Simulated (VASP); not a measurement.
Output of a VASP run:

OUTCAR:
```
 ion  position               nearest neighbor table
   1  0.333  0.667  0.250-   2 2.50   2 2.50   2 2.50   2 2.50   2 2.50   2 2.50
   2  0.667  0.333  0.750-   1 2.50   1 2.50   1 2.50   1 2.50   1 2.50   1 2.50
  LATTYP: Found a hexagonal cell.
 ALAT       =     2.5162886748
 C/A-ratio  =     1.6147460753
 Subroutine PRICEL returns:
 Original cell was already a primitive cell.
 Subroutine GETGRP returns: Found 24 space group operations
The static configuration has the point symmetry D_3d.
 The point group associated with its full space group is D_6h.
The dynamic configuration has the point symmetry D_3d.
The overall configuration has the point symmetry D_3d.
 Subroutine INISYM returns: Found 24 space group operations
 Subroutine IBZKPT returns following result:
 Found    165 irreducible k-points:

 Following reciprocal coordinates:
            Coordinates               Weight
  0.000000  0.000000  0.000000      1.000000
  0.058824  0.000000  0.000000      6.000000
  0.117647  0.000000  0.000000      6.000000
  0.176471 -0.000000  0.000000      6.000000
  0.235294  0.000000  0.000000      6.000000
  0.294118  0.000000  0.000000      6.000000
  0.352941  0.000000  0.000000      6.000000
  0.411765  0.000000  0.000000      6.000000
  0.470588  0.000000  0.000000      6.000000
  0.058824  0.058824  0.000000      6.000000
  0.117647  0.058824  0.000000     12.000000
  0.176471  0.058824  0.000000     12.000000
  0.235294  0.058824  0.000000     12.000000
  0.294118  0.058824  0.000000     12.000000
  0.352941  0.058824  0.000000     12.000000
  0.411765  0.058824  0.000000     12.000000
  0.470588  0.058824  0.000000      6.000000
  0.117647  0.117647  0.000000      6.000000
  0.176471  0.117647  0.000000     12.000000
  0.235294  0.117647  0.000000     12.000000
  0.294118  0.117647  0.000000     12.000000
  0.352941  0.117647  0.000000     12.000000
  0.411765  0.117647  0.000000     12.000000
  0.176471  0.176471  0.000000      6.000000
  0.235294  0.176471  0.000000     12.000000
  0.294118  0.176471  0.000000     12.000000
  0.352941  0.176471  0.000000     12.000000
  0.411765  0.176471  0.000000      6.000000
  0.235294  0.235294  0.000000      6.000000
  0.294118  0.235294  0.000000     12.000000
  0.352941  0.235294  0.000000     12.000000
  0.294118  0.294118  0.000000      6.000000
  0.352941  0.294118  0.000000      6.000000
  0.000000  0.000000  0.111111      2.000000
  0.058824  0.000000  0.111111     12.000000
  0.117647  0.000000  0.111111     12.000000
  0.176471 -0.000000  0.111111     12.000000
  0.235294  0.000000  0.111111     12.000000
  0.294118  0.000000  0.111111     12.000000
  0.352941  0.000000  0.111111     12.000000
   k-points           NKPTS =    165   k-points in BZ     NKDIM =    165   number of bands    NBANDS=     15
   number of dos      NEDOS =    301   number of ions     NIONS =      2
   total plane-waves  NPLWV =  12000
   dimension x,y,z NGX =    20 NGY =   20 NGZ =   30
   dimension x,y,z NGXF=    40 NGYF=   40 NGZF=   60
   ions per type =               2
   PREC   = accura    normal or accurate (medium, high low for compatibility)
   ISTART =      0    job   : 0-new  1-cont  2-samecut
   ICHARG =      2    charge: 1-file 2-atom 10-const
   ISPIN  =      2    spin polarized calculation?
   LNONCOLLINEAR =      F non collinear calculations
   LSORBIT =      F    spin-orbit coupling
   INIWAV =      1    electr: 0-lowe 1-rand  2-diag
   ENCUT  =  520.0 eV  38.22 Ry    6.18 a.u.   4.68  4.68  7.55*2*pi/ulx,y,z
   NELM   =    100;   NELMIN=  2; NELMDL= -5     # of ELM steps
   EDIFF  = 0.1E-06   stopping-criterion for ELM
   LREAL  =      F    real-space projection
   NLSPLINE    = F    spline interpolate recip. space projectors
   LMAXMIX     =    4 max onsite mixed and CHGCAR
   VOSKOWN=      0    Vosko Wilk Nusair interpolation
   EDIFFG = -.1E-01   stopping-criterion for IOM
...
```

**OSZICAR**
```
       N       E                     dE             d eps       ncg     rms          rms(c)
DAV:   1     0.798474808280E+02    0.79847E+02   -0.83629E+03 10100   0.158E+03
DAV:   2    -0.139912832969E+02   -0.93839E+02   -0.86779E+02  9921   0.254E+02
DAV:   3    -0.161644278008E+02   -0.21731E+01   -0.21112E+01 11972   0.550E+01
DAV:   4    -0.161971799075E+02   -0.32752E-01   -0.32744E-01 14374   0.517E+00
DAV:   5    -0.161974602919E+02   -0.28038E-03   -0.28038E-03 12222   0.449E-01    0.145E+01
DAV:   6    -0.145424932221E+02    0.16550E+01   -0.14458E+01 10621   0.767E+01    0.752E+00
DAV:   7    -0.140878203128E+02    0.45467E+00   -0.20803E+00 11041   0.283E+01    0.376E+00
DAV:   8    -0.140755022418E+02    0.12318E-01   -0.23262E-02 13738   0.174E+00    0.183E+00
DAV:   9    -0.140600354200E+02    0.15467E-01   -0.64178E-03 14903   0.135E+00    0.625E-01
DAV:  10    -0.140605049823E+02   -0.46956E-03   -0.71107E-04 13464   0.378E-01    0.335E-01
DAV:  11    -0.140604755058E+02    0.29477E-04   -0.47703E-04 13456   0.334E-01    0.297E-02
DAV:  12    -0.140604742460E+02    0.12598E-05   -0.16305E-05 10797   0.373E-02    0.154E-02
DAV:  13    -0.140604727286E+02    0.15174E-05   -0.22897E-06 14775   0.202E-02    0.957E-03
DAV:  14    -0.140604733616E+02   -0.63301E-06   -0.48726E-07 11911   0.793E-03    0.388E-03
DAV:  15    -0.140604731235E+02    0.23812E-06   -0.66812E-08  5846   0.473E-03    0.131E-03
DAV:  16    -0.140604731203E+02    0.31998E-08   -0.14092E-08  5545   0.197E-03
   1 F= -.14871759E+02 E0= -.14871900E+02  d E =-.148718E+02  mag=     3.2781
```

OUTCAR:
```
------------------------ aborting loop because EDIFF is reached ----------------------------------------
 Edisp (eV)   -0.81129
  FORCE on cell =-STRESS in cart. coord.  units (eV):
  Direction    XX          YY          ZZ          XY          YZ          ZX
  --------------------------------------------------------------------------------------
  Total      -1.60303    -1.60303    -1.61639     0.00000     0.00000     0.00000
  in kB    -115.27519  -115.27522  -116.23575     0.00000     0.00000     0.00000
  external pressure =     -115.60 kB  Pullay stress =        0.00 kB
  volume of cell :       22.28
      direct lattice vectors                 reciprocal lattice vectors
     1.258144238 -2.179169973  0.000000000     0.397410714 -0.229445159  0.000000000
     1.258144238  2.179169973  0.000000000     0.397410714  0.229445159  0.000000000
     0.000000000  0.000000000  4.063167262     0.000000000  0.000000000  0.246113422
 POSITION                                       TOTAL-FORCE (eV/Angst)
 -----------------------------------------------------------------------------------
      1.25814      0.72639      1.01579         0.000000     -0.000000      0.000000
      1.25814     -0.72639      3.04738        -0.000000      0.000000      0.000000
 -----------------------------------------------------------------------------------
    total drift:                               -0.000024      0.000004     -0.000028
  FREE ENERGIE OF THE ION-ELECTRON SYSTEM (eV)
  ---------------------------------------------------
  free  energy   TOTEN  =       -14.8717594993 eV

  energy  without entropy=      -14.8721812982  energy(sigma->0) =      -14.87190010

 total charge

# of ion       s       p       d       tot
------------------------------------------
    1        0.478   0.499   7.246   8.223
    2        0.478   0.499   7.246   8.223
--------------------------------------------------
tot          0.956   0.997  14.491  16.445

 magnetization (x)

# of ion       s       p       d       tot
------------------------------------------
    1       -0.014  -0.053   1.732   1.664
    2       -0.014  -0.053   1.732   1.664
--------------------------------------------------
tot         -0.028  -0.107   3.464   3.328

 reached required accuracy - stopping structural energy minimisation
```
(Selected blocks of OUTCAR.)

File POSCAR:
```
Co
1
    1.2581442383    -2.1791699729     0.0000000000
    1.2581442383     2.1791699729     0.0000000000
    0.0000000000     0.0000000000     4.0631672620
Co
2
Direct
  0.3333330000   0.6666670000   0.2500000000
  0.6666670000   0.3333330000   0.7500000000
```

Task: Reconstruct the remaining input files.

Result: One answer among several that fit: the input of the run itself, PBE GGA with D3 dispersion (Becke-Johnson damping), plane waves, VASP's PBE PAW potentials (set 64).

### KPOINTS
```
Automatic mesh
0
Gamma
17 17 9
0 0 0
```

**INCAR**
```
# general
SYSTEM   =  Co
PREC     =  Accurate
ENCUT    =  520   # plane-wave cut-off (eV)
LREAL    =  .FALSE.   # projection in real space or not
LASPH    =  .TRUE.   # aspherical one-centre terms

# electronic loop
EDIFF    =  1E-7
NELM     =  100   # most electronic steps
ALGO     =  Normal
LMAXMIX  =  4

# smearing
ISMEAR   =  1
SIGMA    =  0.1   # width (eV)

# functional
GGA      =  PE   # PBE
IVDW     =  12   # D3, Becke-Johnson

# spin
ISPIN    =  2   # spin-polarised
MAGMOM   =  1.6 1.6

# ions
IBRION   =  2   # conjugate gradients
NSW      =  30   # most ionic steps
ISIF     =  4   # ions and shape, fixed volume
EDIFFG   =  -0.01   # ionic stop

# output
LWAVE    =  .FALSE.
LCHARG   =  .FALSE.
LORBIT   =  10
```

POTCAR, in this order: Co (PBE.64 set). Program: vasp_std.

The compound is Co in the hcp structure. This cell is one point of a volume scan, at 1.06 of the reference volume.
